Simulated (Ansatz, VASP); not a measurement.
## Two plane-wave programs on ScSi2

```
CELL_PARAMETERS angstrom
3.71014 0.00000 0.00000
-1.85507 3.21308 0.00000
0.00000 0.00000 3.92999
ATOMIC_POSITIONS crystal
Sc 0.00000 0.00000 0.00000
Si 0.33330 0.66670 0.50000
Si 0.66660 0.33330 0.50000
```

Alike in both runs: task single point; functional r2SCAN; k mesh 6 × 6 × 5; occupations fermi-dirac, width 0.0122 eV; no spin polarisation.

```csv
,VASP,Ansatz
version,VASP 6.6.1,Ansatz 0.2.0
potentials or method,"VASP PAW PBE potentials, release 64 (Sc_sv, Si)",PAW plane waves
plane-wave cutoff (eV),520,500
valence electrons in the cell,19,19
```

```csv
,VASP,Ansatz,Ansatz less VASP
gap on the k mesh at the Fermi level (eV),none,none,-
pressure (GPa),17.0,16.8,-0.17
largest component of the traceless stress (GPa),19.02,19.32,+0.293
```

A gap of «none» marks a metal or a gap that the smearing closes. The functional is the same, so the differences come from potentials, cutoffs and numerics. Ansatz warned: «structure_snapped_to_symmetry».

Caveats: so large a pressure means that the cell lies far from this level's equilibrium, or that cutoff or potentials fall short (VASP); the potentials were made for another functional, which shifts forces and pressure (VASP).
